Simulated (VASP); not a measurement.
Input:

```xyz
1
Lattice="-3.1223 3.1223 3.1223 3.1223 -3.1223 3.1223 3.1223 3.1223 -3.1223" Properties=species:S:1:pos:R:3 pbc="T T T"
Cs     3.1223     3.1223    -3.1223
```

These are SCAN meta-GGA, VASP's PBE PAW potentials (set 64) (plane waves; VASP 6.6.1) values and carry that method's errors. Settings: 520 eV cut-off, 9×9×9 Γ-centred mesh, tetrahedra with Blöchl corrections, potentials Cs_sv.

Task: Give the energies of bands 5 to 7 at the high-symmetry points, in eV from the Fermi level.

Result: 
```
band      Γ     H     N     P
----  -----  ----  ----  ----
5     -1.74  0.70  0.10  0.98
6      2.76  0.70  0.73  0.98
7      2.76  3.03  1.83  0.98
```

It has no gap at this level: it comes out as a metal or semimetal.

The compound is Cs in the bcc structure. It was relaxed first, which changed the volume by +7 %.
